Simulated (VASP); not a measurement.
Here is the system:

```yaml
crystal:
  lattice:
    - [0.00000, 2.38389, 2.38389]
    - [2.38389, 0.00000, 2.38389]
    - [2.38389, 2.38389, 0.00000]
  atoms:
    - { symbol: B, position: [0.00000, 0.00000, 0.00000] }
    - { symbol: As, position: [0.25000, 0.25000, 0.25000] }
```

Computed with HSE06 screened hybrid, VASP's PBE PAW potentials (set 64) (plane waves; VASP). Settings: 520 eV cut-off, 8×8×8 Γ-centred mesh, Gaussian smearing of 0.050 eV, potentials B As.

Q: What does the run give for the energy per atom (σ→0)?

A: 
```yaml
energy per atom (σ→0): -641.1 kJ/mol of atoms
```

The absolute energy has meaning only against runs of the same code, potentials and settings.

The compound is BAs in the zinc blende structure. This cell is one point of a volume scan, at 0.97 of the reference volume. The cell's shape comes from a PBE relaxation.
